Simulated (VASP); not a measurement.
# MgSc2Se4: structure and properties in VASP, part 3 of 8

What structure does MgSc2Se4 take at this level, and what are its properties? The start is a computed cell from the Materials Project.

VASP 6.6.1; PBEsol; plane waves and PAW (Mg, Sc_sv, Se).

So far, gap on the k-mesh (eV): step 2 (relaxing cell and atoms (PBEsol)) 0.993; step 3 (second relaxation) 0.993.

## 4. Single point with fields (PBEsol)

A single point on the relaxed cell gives a clean self-consistent state, with density, ELF and potential written out.

File INCAR:

```
SYSTEM = MgSc2Se4
PREC = Accurate
ENCUT = 400
EDIFF = 1E-06
NELM = 100
ISMEAR = 0
SIGMA = 0.05
LREAL = .FALSE.
ALGO = Normal
GGA = PS
NBANDS = 62
LASPH = .TRUE.
LORBIT = 11
LWAVE = .FALSE.
LCHARG = .TRUE.
ISIF = 2
LELF = .TRUE.
LVHAR = .TRUE.
```

File POSCAR:

```
MgSc2Se4
1.0
    0.0000000000      5.5479961736      5.5479961736
    5.5479961736      0.0000000000      5.5479961736
    5.5479961736      5.5479961736      0.0000000000
Mg Sc Se
2 4 8
Direct
    0.2500000000      0.2500000000      0.2500000000
    0.0000000000      0.0000000000      0.0000000000
    0.1250000000      0.6250000000      0.6250000000
    0.6250000000      0.1250000000      0.6250000000
    0.6250000000      0.6250000000      0.1250000000
    0.6250000000      0.6250000000      0.6250000000
    0.8515504643      0.3828165152      0.3828165152
    0.3828165152      0.8515504643      0.3828165152
    0.3828165152      0.3828165152      0.8515504643
    0.3828165152      0.3828165152      0.3828165152
    0.3984495357      0.8671834848      0.8671834848
    0.8671834848      0.3984495357      0.8671834848
    0.8671834848      0.8671834848      0.3984495357
    0.8671834848      0.8671834848      0.8671834848
```

File KPOINTS:

```
Automatic mesh
0
Gamma
4 4 4
0 0 0
```

PAW data sets: Mg, Sc_sv and Se (PBE family, release 64).

Started as:

```sh
$ mpirun -np 8 vasp_std
```

The program printed:

```text
[banner, memory and clock lines left out]
running    8 mpi-ranks, on    1 nodes
 distrk:  each k-point on    8 cores,    1 groups
 distr:  one band on    1 cores,    8 groups

 POSCAR found type information on POSCAR MgScSe
 POSCAR found :  3 types and      14 ions
 [... a notice as in an earlier step ...]

 [... a notice as in an earlier step ...]

 LDA part: xc-table for (Slater+PW92), standard interpolation
|                                                                             |
|           W    W    AA    RRRRR   N    N  II  N    N   GGGG   !!!           |
|           W    W   A  A   R    R  NN   N  II  NN   N  G    G  !!!           |
|           W    W  A    A  R    R  N N  N  II  N N  N  G       !!!           |
|           W WW W  AAAAAA  RRRRR   N  N N  II  N  N N  G  GGG   !            |
|           WW  WW  A    A  R   R   N   NN  II  N   NN  G    G                |
|           W    W  A    A  R    R  N    N  II  N    N   GGGG   !!!           |
|                                                                             |
|     The number of bands has been changed from the values supplied in        |
|     The orbitals not found in the WAVECAR file will be initialized with     |
|     random numbers, which is usually adequate. For correlated               |
|     calculations, however, you should redo the groundstate calculation.     |
|     I found NBANDS = 62. Now, NBANDS = 64.                                  |
|                                                                             |

 POSCAR, INCAR and KPOINTS ok, starting setup
 FFT: planning ... GRIDC
 FFT: planning ... GRID_SOFT
 FFT: planning ... GRID
 WAVECAR not read
 entering main loop
       N       E                     dE             d eps       ncg     rms          rms(c)
DAV:   1     0.120193794642E+04    0.12019E+04   -0.34559E+04  1096   0.111E+03
DAV:   2     0.104837247163E+03   -0.10971E+04   -0.10631E+04  1128   0.455E+02
DAV:   3    -0.799610390118E+02   -0.18480E+03   -0.17643E+03  1712   0.170E+02
DAV:   4    -0.915682741867E+02   -0.11607E+02   -0.11533E+02  1656   0.524E+01
DAV:   5    -0.917755293301E+02   -0.20726E+00   -0.20668E+00  1664   0.103E+01    0.175E+01
DAV:   6    -0.831018439278E+02    0.86737E+01   -0.26965E+01  1608   0.284E+01    0.700E+00
DAV:   7    -0.827049285394E+02    0.39692E+00   -0.18144E+00  1480   0.584E+00    0.362E+00
DAV:   8    -0.826482355895E+02    0.56693E-01   -0.41277E-01  1488   0.241E+00    0.868E-01
DAV:   9    -0.826498131133E+02   -0.15775E-02   -0.71672E-02  1616   0.156E+00    0.470E-01
DAV:  10    -0.826491086155E+02    0.70450E-03   -0.18631E-02  1536   0.935E-01    0.259E-01
DAV:  11    -0.826490363276E+02    0.72288E-04   -0.56812E-03  1584   0.496E-01    0.729E-02
DAV:  12    -0.826490573283E+02   -0.21001E-04   -0.48978E-04  1496   0.113E-01    0.609E-02
DAV:  13    -0.826490926026E+02   -0.35274E-04   -0.30752E-04  1584   0.893E-02    0.594E-02
DAV:  14    -0.826491175278E+02   -0.24925E-04   -0.12176E-04  1480   0.602E-02    0.773E-02
DAV:  15    -0.826491040321E+02    0.13496E-04   -0.17240E-05  1288   0.169E-02    0.285E-02
DAV:  16    -0.826491030140E+02    0.10181E-05   -0.72191E-06  1160   0.913E-03    0.541E-03
DAV:  17    -0.826491029828E+02    0.31210E-07   -0.88028E-07   776   0.734E-03
   1 F= -.82649103E+02 E0= -.82649103E+02  d E =-.156061E-22
```

Run time: 57 s. Hardware: 8 MPI ranks of AMD EPYC 7R43, shared host; peak memory 1.3 GiB; 7.5 min of CPU time.

OUTCAR, selected parts (step 4):

```text
 Found      8 irreducible k-points:

   k-points           NKPTS =      8   k-points in BZ     NKDIM =      8   number of bands    NBANDS=     64

   NELECT =      96.0000    total number of electrons

 E-fermi :   2.7983

 k-point     1 :       0.0000    0.0000    0.0000
  band No.  band energies     occupation
    ...
     44       1.4420      2.00000
     45       1.4420      2.00000
     46       2.4596      2.00000
     47       2.4596      2.00000
     48       2.4596      2.00000
     49       3.4526      0.00000
     50       3.7333      0.00000
     51       3.7333      0.00000
     52       4.5776      0.00000
     53       4.5776      0.00000
    ...

 k-point     2 :       0.2500    0.0000    0.0000
  band No.  band energies     occupation
    ...
     44       1.3466      2.00000
     45       1.5147      2.00000
     46       1.6224      2.00000
     47       2.3040      2.00000
     48       2.3040      2.00000
     49       3.8382      0.00000
     50       4.0451      0.00000
     51       4.0451      0.00000
     52       4.6569      0.00000
     53       4.6872      0.00000
    ...

  Total       -0.0147902     -0.0147902     -0.0147902      0.0000000      0.0000000      0.0000000
  in kB       -0.0693819     -0.0693819     -0.0693819      0.0000000      0.0000000      0.0000000
  external PRESSURE =      -0.0693819 kB  Pullay stress =       0.0000000 kB

 POSITION                                       TOTAL-FORCE (eV/Angst)
 -----------------------------------------------------------------------------------
      2.77400      2.77400      2.77400         0.000000      0.000000      0.000000
      0.00000      0.00000      0.00000         0.000000      0.000000      0.000000
      6.93500      4.16100      4.16100         0.000000      0.000000      0.000000
      4.16100      6.93500      4.16100         0.000000      0.000000      0.000000
      4.16100      4.16100      6.93500         0.000000      0.000000      0.000000
      6.93500      6.93500      6.93500         0.000000      0.000000      0.000000
      4.24773      6.84826      6.84826         0.000503     -0.000503     -0.000503
      6.84826      4.24773      6.84826        -0.000503      0.000503     -0.000503
      6.84826      6.84826      4.24773        -0.000503     -0.000503      0.000503
      4.24773      4.24773      4.24773         0.000503      0.000503      0.000503
      9.62226      7.02173      7.02173        -0.000503      0.000503      0.000503
      7.02173      9.62226      7.02173         0.000503     -0.000503      0.000503
      7.02173      7.02173      9.62226         0.000503      0.000503     -0.000503
      9.62226      9.62226      9.62226        -0.000503     -0.000503     -0.000503
 -----------------------------------------------------------------------------------
    total drift:                               -0.000000     -0.000000      0.000000

  FREE ENERGIE OF THE ION-ELECTRON SYSTEM (eV)
  ---------------------------------------------------
  free  energy   TOTEN  =       -82.6491029828 eV

  energy  without entropy=      -82.6491029828  energy(sigma->0) =      -82.64910298

 total charge
# of ion       s       p       d       tot
------------------------------------------
    1        0.168   0.135   0.032   0.336
    2        0.168   0.135   0.032   0.336
    3        2.194   6.166   0.980   9.340
    4        2.194   6.166   0.980   9.340
    5        2.194   6.166   0.980   9.340
    6        2.194   6.166   0.980   9.340
    7        1.438   2.481   0.014   3.933
    8        1.438   2.481   0.014   3.933
    9        1.438   2.481   0.014   3.933
   10        1.438   2.481   0.014   3.933
   11        1.438   2.481   0.014   3.933
   12        1.438   2.481   0.014   3.933
   13        1.438   2.481   0.014   3.933
   14        1.438   2.481   0.014   3.933
--------------------------------------------------
tot         20.619  44.784   4.097  69.500

[... 8 parts as in an earlier step ...]

[... 5 further parts left out ...]
```

This step gave:

```yaml
scf_cycles: 17
bands: 64
fermi_energy: 2.798 eV
pressure: -0.006938 GPa
gap_on_the_k_mesh: 0.9930 eV
least_direct_gap_on_the_k_mesh: 0.9930 eV
```

Valence electrons inside each PAW sphere by angular momentum. Sphere charges, by row:

| atom | s (e) | p (e) | d (e) | tot (e) |
| --- | --- | --- | --- | --- |
| Mg1 | 0.168 | 0.135 | 0.032 | 0.336 |
| Mg2 | 0.168 | 0.135 | 0.032 | 0.336 |
| Sc3 | 2.194 | 6.166 | 0.98 | 9.34 |
| Sc4 | 2.194 | 6.166 | 0.98 | 9.34 |
| Sc5 | 2.194 | 6.166 | 0.98 | 9.34 |
| Sc6 | 2.194 | 6.166 | 0.98 | 9.34 |
| Se7 | 1.438 | 2.481 | 0.014 | 3.933 |
| Se8 | 1.438 | 2.481 | 0.014 | 3.933 |
| Se9 | 1.438 | 2.481 | 0.014 | 3.933 |
| Se10 | 1.438 | 2.481 | 0.014 | 3.933 |
| Se11 | 1.438 | 2.481 | 0.014 | 3.933 |
| Se12 | 1.438 | 2.481 | 0.014 | 3.933 |
| Se13 | 1.438 | 2.481 | 0.014 | 3.933 |
| Se14 | 1.438 | 2.481 | 0.014 | 3.933 |

Valence density in the ac plane at fractional y = 0.383, with atoms of Se within 0.2 Å of it. It is the smooth field of the valence electrons, not physical close to the nuclei.

Values in e/Å³, 12 rows by 16 columns, each cell a mean:
```
0.13 0.05 0.09 0.29 0.70 0.78 0.68 0.39 0.12 0.05 0.10 0.34 0.76 0.69 0.68 0.44
0.39 0.12 0.08 0.22 0.66 0.52 0.15 0.71 0.40 0.12 0.08 0.22 0.65 0.49 0.23 0.75
0.50 0.19 0.08 0.10 0.32 0.66 0.63 0.77 0.61 0.23 0.08 0.09 0.27 0.58 0.71 0.77
0.23 0.13 0.08 0.07 0.10 0.20 0.38 0.47 0.37 0.20 0.10 0.07 0.08 0.14 0.24 0.29
0.06 0.06 0.07 0.11 0.15 0.15 0.13 0.13 0.12 0.11 0.12 0.15 0.14 0.11 0.07 0.06
0.03 0.04 0.09 0.23 0.48 0.54 0.36 0.17 0.08 0.08 0.18 0.37 0.54 0.46 0.22 0.08
0.11 0.05 0.09 0.28 0.73 0.66 0.61 0.59 0.23 0.11 0.19 0.52 0.78 0.56 0.67 0.38
0.32 0.11 0.07 0.18 0.57 0.64 0.16 0.70 0.54 0.19 0.13 0.33 0.72 0.30 0.41 0.76
0.40 0.16 0.07 0.08 0.22 0.50 0.70 0.75 0.56 0.24 0.10 0.12 0.33 0.61 0.73 0.72
0.19 0.12 0.07 0.05 0.07 0.12 0.20 0.25 0.22 0.14 0.08 0.06 0.09 0.15 0.23 0.25
0.05 0.05 0.07 0.09 0.11 0.09 0.07 0.06 0.05 0.06 0.07 0.11 0.12 0.10 0.07 0.06
0.04 0.03 0.08 0.20 0.35 0.34 0.19 0.08 0.03 0.04 0.10 0.24 0.43 0.43 0.23 0.09
```
Columns run along a (7.8 Å), rows up along c (7.8 Å). Atoms in or near the plane, at fractional coordinates: Se at (0.85, 0.38), Se at (0.38, 0.85), Se at (0.38, 0.38), Se at (0.87, 0.87).

Electrostatic potential energy in the ac plane at fractional y = 0.383, with atoms of Se within 0.2 Å of it. With pseudopotentials it is smooth inside the atoms' cores, unlike the true potential.

Values in eV, 12 rows by 16 columns, each cell a mean:
```
  3   4   4   0 -21 -37 -26  -5   3   4   4  -1 -31 -42 -32  -8
 -3   3   3   1 -21 -41 -29 -37  -4   3   3   1 -21 -39 -33 -38
 -6   2   2   2  -1 -22 -39 -43 -12   1   2   2   0 -16 -34 -34
  1   3   2   2   2   1  -3  -7  -2   1   2   2   2   2   1   0
  4   4   3   2   2   2   2   2   2   2   2   2   2   3   4   4
  5   5   4   1  -6 -10  -3   1   2   2   1  -2  -9  -7   1   4
  3   4   3   0 -27 -44 -37 -17   1   2   1  -8 -43 -40 -30  -5
 -1   1   1   0 -13 -39 -30 -43  -9   2   2  -1 -30 -34 -38 -29
 -2  -2  -5  -5  -2  -9 -28 -32  -9   1   2   2  -2 -18 -32 -23
  2   0  -5  -9  -6  -1   1   1   1   3   2   2   2   2   1   1
  4   3   0  -3  -4  -1   2   4   4   4   3   2   2   3   4   4
  5   4   3   1  -2  -2   1   4   5   5   4   1  -4  -5   1   4
```
Columns run along a (7.8 Å; values clipped at the 3rd and 97th percentile), rows up along c (7.8 Å). Atoms in or near the plane, at fractional coordinates: Se at (0.85, 0.38), Se at (0.38, 0.85), Se at (0.38, 0.38), Se at (0.87, 0.87).

ELF in the ac plane at fractional y = 0.383, with atoms of Se within 0.2 Å of it. It is the smooth field of the valence electrons, not physical close to the nuclei.

Ten even steps from '_' (0.03) to '@' (0.88), each cell a mean:
```
==____==%%@@@@@@@@@@##--____==%%@@@@@@@@@@%%
##--__--##@@@@%%%%@@@@##::__--##@@@@####@@@@
@@**....**@@@@##++##@@@@**..::**@@@@##++##@@
@@%%--..==%%@@%%++**@@@@%%--..--%%@@@@####@@
@@%%==....**@@@@%%%%@@@@%%++....++%%@@@@@@@@
@@%%==..__::**%%@@@@@@@@%%++..__..++%%@@@@@@
%%**--______..==##%%%%%%##==..____..--**##%%
==--..__........--==++++==::..........::--==
..____..--++++==::..........::==++++--..____
______::**%%%%%%**==..____..==##%%%%%%**::__
______==##@@@@@@@@%%++..__..++%%@@@@@@@@##--
--____==%%@@@@@@%%@@%%++....++%%@@@@@@@@@@##
##::__--##@@@@##**##@@%%==..==%%@@%%**##@@@@
@@**::::**@@@@%%++**%%@@**::--##@@%%++++%%@@
@@%%==..==%%@@@@%%##@@@@%%==..==%%@@%%##%%@@
@@@@**....**@@@@@@@@@@@@%%++....**@@@@@@@@@@
@@%%**::__::**%%@@@@@@@@%%++..__::**%%@@@@@@
##**==..____..==**##%%##**--..____..==**##%%
--::......::....::--====::..____........--==
______..==****==::__________..--====--..____
______::**%%@@%%**::________--**%%%%%%**--__
______--##@@@@@@@@##--____..==%%@@@@@@@@##==
```
Columns run along a (7.8 Å), rows up along c (7.8 Å). Atoms in or near the plane, at fractional coordinates: Se at (0.85, 0.38), Se at (0.38, 0.85), Se at (0.38, 0.38), Se at (0.87, 0.87).

In this run the pressure is -0.01 GPa, small enough to go on; single stress components reach 0.01 GPa.

(Part 3 of 8 ends here.)

[Lines on the potential files, build, host, timing and source positions are cut from VASP's logs without a mark.]

[Logs are printed without paths, hosts, clocks, repeated set-up lines and the standing remarks that a program may print on its own settings, such as how far it seeks lower states.]

[Hosts, paths, dates, database ids (printed as entryN), source tags and the programs' standing remarks are cut or masked in the printed files.]

[A measured line is paired with the nearest computed mode of its activity, which favours agreement.]

[In band tables of VASP the shares of atoms and orbitals are scaled to a sum of 1 inside the atoms' spheres.]
